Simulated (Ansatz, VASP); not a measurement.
One calculation of MoN2, two programs

```
CELL_PARAMETERS angstrom
4.34805 0.00000 0.00000
0.00000 4.34805 0.00000
0.00000 0.00000 2.76746
ATOMIC_POSITIONS crystal
Mo 0.00000 0.00000 0.00000
Mo 0.50000 0.50000 0.00000
N 0.61165 0.88835 0.50000
N 0.38835 0.11165 0.50000
N 0.11165 0.61165 0.50000
N 0.88835 0.38835 0.50000
```

Measurements of this composition are mostly on another form, of space group No. 160.

Alike in both runs: functional PBEsol; k mesh 6 × 6 × 10; occupations fermi-dirac, width 0.05 eV; no spin polarisation.

|  | VASP | Ansatz |
| --- | --- | --- |
| version | VASP 6.6.1 | Ansatz 0.2.0 |
| potentials or method | VASP PAW PBE potentials, release 64 (Mo_sv, N) | Ansatz PAW |
| plane-wave cutoff (eV) | 520 | 420 |
| valence electrons in the cell | 48 | 48 |
| task | single point | band structure |

VASP gave:

| Item | Value |
| --- | --- |
| gap on the k mesh at the Fermi level (eV) | none |
| pressure (GPa) | -13.5 |
| largest component of the traceless stress (GPa) | 1.18 |
| rms of the force components (eV/Å) | 0.074 |

**Question.** Which values does Ansatz return?

**Answer.** gap on the k mesh at the Fermi level (eV): none; pressure (GPa): -14.1; largest component of the traceless stress (GPa): 0.85; rms of the force components (eV/Å): 0.016.

Atom by atom the forces differ by 0.058 eV/Å (rms over components). A gap of «none» marks a metal or a gap that the smearing closes.

Caveats: the PAW data sets were made with another functional, which shifts forces and pressure a little (VASP); the pressure holds a Pulay correction of +0.7 GPa for the finite cutoff (Ansatz); the PAW data sets come from PBE, with cores solved anew for the run's functional, which leaves a small shift of forces and pressure (Ansatz).
